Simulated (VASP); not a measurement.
Given:

```
AuCu
1.0
    2.80000     0.00000     0.00000
    0.00000     2.80000     0.00000
    0.00000     0.00000     3.67000
Cu Au
1 1
Cartesian
  0.00000   0.00000   0.00000
  1.40000   1.40000   1.83500
```

Calculation: PBE GGA + U (Dudarev), VASP's PBE PAW potentials (set 64) (plane waves; VASP 6.6.1). Run with 400 eV cut-off, 12×12×9 Γ-centred mesh, first-order Methfessel-Paxton smearing of 0.10 eV, potentials Cu Au, U − J: Cu 3.00 eV.

Give the stress tensor in GPa (positive for a compressed cell).

```
5.84  0.00  0.00
0.00  5.84  0.00
0.00  0.00  4.41
```
The pressure is its mean diagonal, 5.36 GPa.

The compound is CuAu in the L1_0 structure. The cell was not relaxed at this level. The run is one of a series of settings (LDAU = .TRUE., LDAUJ = 0 0, LDAUL = 2 -1, LDAUTYPE = 2, LDAUU = 3.0 0 against the base run), some of them coarse on purpose.
